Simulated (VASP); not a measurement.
Output of a VASP run:

File OSZICAR:
```
       N       E                     dE             d eps       ncg     rms          rms(c)
DAV:   1     0.600973483712E+02    0.60097E+02   -0.83534E+03  1526   0.283E+03
DAV:   2    -0.157873736046E+02   -0.75885E+02   -0.73270E+02  1531   0.414E+02
DAV:   3    -0.230431908760E+02   -0.72558E+01   -0.71951E+01  1806   0.877E+01
DAV:   4    -0.231639754973E+02   -0.12078E+00   -0.12043E+00  1541   0.116E+01
DAV:   5    -0.231662846039E+02   -0.23091E-02   -0.23090E-02  1771   0.183E+00    0.313E+00
DAV:   6    -0.211012445940E+02    0.20650E+01   -0.27269E-01  1726   0.972E+00    0.189E+00
DAV:   7    -0.212431920552E+02   -0.14195E+00   -0.14965E-01  1511   0.533E+00    0.445E-01
DAV:   8    -0.211441266945E+02    0.99065E-01   -0.83084E-02  1496   0.335E+00    0.842E-02
DAV:   9    -0.211544027626E+02   -0.10276E-01   -0.11866E-02  1521   0.878E-01    0.514E-02
DAV:  10    -0.211546231857E+02   -0.22042E-03   -0.53978E-04  1686   0.243E-01    0.410E-02
DAV:  11    -0.211531212421E+02    0.15019E-02   -0.82572E-04  1471   0.320E-01    0.150E-02
DAV:  12    -0.211543569421E+02   -0.12357E-02   -0.31349E-04  1496   0.220E-01    0.103E-02
DAV:  13    -0.211546170280E+02   -0.26009E-03   -0.11659E-04  1541   0.126E-01    0.896E-03
DAV:  14    -0.211545913729E+02    0.25655E-04   -0.23932E-05  1556   0.581E-02    0.323E-03
DAV:  15    -0.211546294917E+02   -0.38119E-04   -0.20488E-05  1486   0.578E-02    0.100E-03
DAV:  16    -0.211546323994E+02   -0.29077E-05   -0.12508E-06  1028   0.924E-03    0.384E-04
DAV:  17    -0.211546325651E+02   -0.16568E-06   -0.14360E-07   793   0.457E-03
   1 F= -.21154633E+02 E0= -.21154661E+02  d E =-.211546E+02
       N       E                     dE             d eps       ncg     rms          rms(c)
DAV:   1    -0.211623665960E+02   -0.77342E-02   -0.10717E-01  1816   0.734E+00    0.513E-01
DAV:   2    -0.211568372736E+02    0.55293E-02   -0.72121E-03  1761   0.202E+00    0.264E-01
DAV:   3    -0.211550137176E+02    0.18236E-02   -0.28262E-03  1749   0.113E+00    0.550E-02
DAV:   4    -0.211548707102E+02    0.14301E-03   -0.34381E-04  1696   0.329E-01    0.202E-02
DAV:   5    -0.211548058079E+02    0.64902E-04   -0.20813E-04  1536   0.151E-01    0.123E-02
DAV:   6    -0.211549057003E+02   -0.99892E-04   -0.11332E-04  1526   0.114E-01    0.515E-03
DAV:   7    -0.211549089074E+02   -0.32071E-05   -0.78107E-06  1481   0.240E-02    0.235E-03
DAV:   8    -0.211549080548E+02    0.85258E-06   -0.38395E-07   848   0.848E-03
   2 F= -.21154908E+02 E0= -.21154992E+02  d E =-.275490E-03
       N       E                     dE             d eps       ncg     rms          rms(c)
DAV:   1    -0.211551727257E+02   -0.26382E-03   -0.35683E-03  1796   0.136E+00    0.927E-02
DAV:   2    -0.211549826365E+02    0.19009E-03   -0.23711E-04  1766   0.362E-01    0.480E-02
DAV:   3    -0.211549184129E+02    0.64224E-04   -0.94347E-05  1739   0.206E-01    0.985E-03
DAV:   4    -0.211549177491E+02    0.66380E-06   -0.92827E-06  1726   0.562E-02
   3 F= -.21154918E+02 E0= -.21154992E+02  d E =-.285184E-03
```

OUTCAR:
```
------------------------ aborting loop because EDIFF is reached ----------------------------------------
  FORCE on cell =-STRESS in cart. coord.  units (eV):
  Direction    XX          YY          ZZ          XY          YZ          ZX
  --------------------------------------------------------------------------------------
  Total       -0.0027978     -0.0027978     -0.0027978      0.0000000      0.0000000     -0.0000000
  in kB       -0.1354474     -0.1354474     -0.1354474      0.0000000      0.0000000     -0.0000000
  external PRESSURE =      -0.1354474 kB  Pullay stress =       0.0000000 kB
  volume of cell :       33.09
      direct lattice vectors                 reciprocal lattice vectors
     3.210602713  0.000000000 -0.000000000     0.311467998 -0.000000000 -0.000000000
     0.000000000  3.210602713 -0.000000000    -0.000000000  0.311467998 -0.000000000
     0.000000000  0.000000000  3.210602713     0.000000000  0.000000000  0.311467998
 POSITION                                       TOTAL-FORCE (eV/Angst)
 -----------------------------------------------------------------------------------
      0.00000      0.00000      0.00000        -0.000000      0.000000      0.000000
      1.60530      1.60530      1.60530         0.000000     -0.000000      0.000000
 -----------------------------------------------------------------------------------
    total drift:                                0.000000      0.000000      0.000000
  FREE ENERGIE OF THE ION-ELECTRON SYSTEM (eV)
  ---------------------------------------------------
  free  energy   TOTEN  =       -21.1549177491 eV

  energy  without entropy=      -21.1551392824  energy(sigma->0) =      -21.15499159

 reached required accuracy - stopping structural energy minimisation
```
(Selected blocks of OUTCAR.)

POSCAR:
```
SiGe
1
    3.2168148969     0.0000000000     0.0000000000
    0.0000000000     3.2168148969     0.0000000000
    0.0000000000    -0.0000000000     3.2168148969
Ge Si
1 1
Direct
  0.0000000000   0.0000000000   1.0000000000
  0.5000000000   0.5000000000   0.5000000000
```

Q: Reconstruct the remaining input files.

A: This is not unique; one that fits is the input of the run itself, r2SCAN meta-GGA, plane waves, VASP's PBE PAW potentials (set 64).

File KPOINTS:
```
kpoints
0
Gamma
 10 10 10
0 0 0
```

**INCAR**
```
ALGO  =  Normal
EDIFF  =  1E-6
EDIFFG  =  -0.01
ENCUT  =  400
IBRION  =  2
ISIF  =  3
ISMEAR  =  1
LASPH  =  .True.
LCHARG  =  .False.
LMAXMIX  =  4
LMIXTAU  =  .True.
LREAL  =  .False.
LWAVE  =  .False.
METAGGA  =  R2SCAN
NELM  =  100
NSW  =  60
PREC  =  Accurate
SIGMA  =  0.1
SYSTEM  =  SiGe
```

POTCAR, in this order: Ge_d Si (PBE.64 set). Program: vasp_std.

The structure was generated: SiGe was put into the CsCl type (Pm-3m), which need not be its known phase. This run relaxes it. Symmetry was kept, so distortions that lower it aren't found. The start is the result of an earlier pass. VASP warned that the highest band is occupied, so more bands are needed.
